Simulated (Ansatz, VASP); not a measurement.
BW2 (P1, 6 atoms in the cell) computed with different codes at matched settings

Self-consistent single point.

```
CELL_PARAMETERS angstrom
     -2.78358     2.78358     2.38294
      2.78358    -2.78358     2.38294
      2.78358     2.78358    -2.38294
ATOMIC_POSITIONS crystal
  B  0.23955 0.25602 0.99377
  B  0.74808 0.75957 0.99575
  W  0.68330 0.84088 0.54025
  W  0.34963 0.16450 0.50991
  W  0.81435 0.30987 0.12754
  W  0.16510 0.66916 0.83278
```

Shared settings, as Ansatz (a program for electronic structure) writes them: kpoints.mp_grid.grid = 4 4 4; magnetization.spin_orbit = true; scf.occupations.method = gaussian; scf.occupations.width = 0.01 Ry. Potentials and cutoffs stand in the table.

```tsv
code	model	pressure (GPa)	largest force (eV/Å)	cutoff
Ansatz	LDA (PW92) with spin-orbit coupling, default PAW files made with PBE	-5.68	3.961	30.9 Ry
VASP	LDA (PZ), spin-orbit coupling, VASP's LDA PAW potentials (set 64)	-2.98	3.998	400 eV
```

Size of the force on each atom (eV/Å): Sizes of forces hide their directions.

```tsv
code	B1	B2	W3	W4	W5	W6
Ansatz	1.459	1.761	3.961	2.200	2.875	0.235
VASP	1.472	1.778	3.998	2.239	2.896	0.240
```

The spread over the programs that give each value: pressure within 2.70 GPa; largest force within 0.037 eV/Å.

Ansatz's pressure is given at a fixed set of plane waves, as the other plane-wave codes print theirs; with its correction for the finite basis it is -5.58 GPa. The same LDA comes in different parametrisations, which differ slightly.

The shared mesh is coarse (it stands for a supercell whose shortest vector is 18 Å), so the values are not converged in it.

VASP's run is marked for a possible Pulay error in its stress at this cutoff; no cutoff test was made.

The starting cell comes from a database of computed structures (which also holds hypothetical and non-ambient phases and stackings), without a prior relaxation at this level. Its atoms were displaced at random from the sites of space group no. 140.

Keys are those of Ansatz 0.2.
